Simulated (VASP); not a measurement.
Data:

```
CELL_PARAMETERS angstrom
      0.00000     2.00080     2.00080
      2.00080     0.00000     2.00080
      2.00080     2.00080     0.00000
ATOMIC_POSITIONS crystal
  Au 0.00000 0.00000 0.00000
```

The numbers are results of r2SCAN meta-GGA, VASP's PBE PAW potentials (set 64) (plane waves; VASP), not measurements. Numerical set-up: 480 eV cut-off, 14×14×14 Γ-centred mesh, first-order Methfessel-Paxton smearing of 0.10 eV, potentials Au.

Q: Give the stress tensor in GPa (positive for a compressed cell).

A: 
```
18.82   0.00   0.00
 0.00  18.82   0.00
 0.00   0.00  18.82
```
The pressure is its mean diagonal, 18.82 GPa.

The compound is Au in the fcc structure. This cell was strained or had an atom moved on purpose.
